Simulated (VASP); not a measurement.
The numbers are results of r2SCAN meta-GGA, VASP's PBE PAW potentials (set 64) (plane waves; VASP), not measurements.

The input files of a VASP run:

KPOINTS:
```
Automatic
0
Gamma
  9 9 9
```

### POSCAR
```
PtAl2
1
    0.0000000000     2.9790742052     2.9790742052
    2.9790742052     0.0000000000     2.9790742052
    2.9790742052     2.9790742052     0.0000000000
Al Pt
2 1
Direct
  0.2500000000   0.2500000000   0.2500000000
  0.7500000000   0.7500000000   0.7500000000
  0.0000000000   0.0000000000   0.0000000000
```

INCAR:
```
ALGO  =  Normal
EDIFF  =  1E-7
ENCUT  =  520
ISIF  =  2
ISMEAR  =  1
LASPH  =  T
LCHARG  =  F
LMAXMIX  =  6
LMIXTAU  =  T
LREAL  =  F
LWAVE  =  F
METAGGA  =  R2SCAN
NELM  =  100
PREC  =  Accurate
SIGMA  =  0.1
SYSTEM  =  PtAl2
```

POTCAR, in this order: Al Pt (PBE.64 set). Program: vasp_std.

Unless said otherwise, spin-orbit coupling is left out, though it shifts the bands of the heavy elements here.

Question: Predict the energy per atom (σ→0), pressure, band gap (on the k-mesh).

Answer: 
energy per atom (σ→0): -22633 meV/atom
band gap (on the k-mesh): none (metal, semimetal or under 0.01 eV)
pressure: -3.97 GPa

### OSZICAR
```
...
DAV:  11    -0.678989774340E+02   -0.11065E-02   -0.11476E-03   940   0.328E-01    0.386E-02
DAV:  12    -0.678990332560E+02   -0.55822E-04   -0.41976E-04   944   0.235E-01    0.167E-02
DAV:  13    -0.678992235469E+02   -0.19029E-03   -0.10719E-04   936   0.127E-01    0.573E-03
DAV:  14    -0.678992256533E+02   -0.21064E-05   -0.34235E-06  1036   0.175E-02    0.243E-03
DAV:  15    -0.678992254673E+02    0.18600E-06   -0.39941E-07   968   0.678E-03    0.696E-04
DAV:  16    -0.678992256336E+02   -0.16633E-06   -0.39442E-08   572   0.233E-03    0.234E-04
DAV:  17    -0.678992256406E+02   -0.69887E-08   -0.15903E-08   524   0.147E-03
   1 F= -.67899226E+02 E0= -.67899532E+02  d E =0.918199E-03
```

The compound is PtAl2 in the fluorite structure. This cell is one point of a volume scan, at 1.03 of the reference volume.
